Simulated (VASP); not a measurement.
Input of a VASP 6.6.1 run:

The input INCAR:

```
PREC = Accurate
ENCUT = 520
EDIFF = 1E-7
ISMEAR = 0
SIGMA = 0.1
LREAL = False
LASPH = True
NELM = 100
ALGO = Fast
ISIF = 2
LWAVE = False
LCHARG = False
GGA = PS
NBANDS = 20
```

The input KPOINTS:

```
Automatic mesh
0
Gamma
  12 12 2
```

The input POSCAR:

```
LiMg
1.0
    3.0518541680      0.0000000000      0.0000000000
   -1.5259270840      2.6429832381      0.0000000000
    0.0000000000      0.0000000000     20.2463571291
Li Mg
4 4
Direct
    0.6666666667      0.3333333333      0.0221059829
    0.3333333333      0.6666666667      0.1440259222
    0.6666666667      0.3333333333      0.2694265559
    0.3333333333      0.6666666667      0.3913464952
    0.6666666667      0.3333333333      0.5132020859
    0.3333333333      0.6666666667      0.6427130555
    0.6666666667      0.3333333333      0.7707394226
    0.3333333333      0.6666666667      0.9002503922
```

Potentials or basis: VASP PAW PBE potentials, release 64 (Li_sv, Mg).

Launch:

```sh
$ cat potpaw_PBE.64/Li_sv/POTCAR potpaw_PBE.64/Mg/POTCAR > POTCAR
$ mpirun -np 1 vasp_std > vasp.out
```

What does it give for the band gap on the k mesh?

None (metal or under the smearing width).

Predict the largest force.

0.007 eV/Å.

Forces on the atoms (eV/Å):
```
Li   0.000  0.000 -0.007
Li   0.000  0.000  0.005
Li   0.000  0.000 -0.005
Li   0.000  0.000  0.007
Mg   0.000  0.000 -0.001
Mg   0.000  0.000 -0.004
Mg   0.000  0.000  0.004
Mg   0.000  0.000  0.001
```

Caveat: the PAW data sets were made with another functional, which shifts forces and pressure a little.
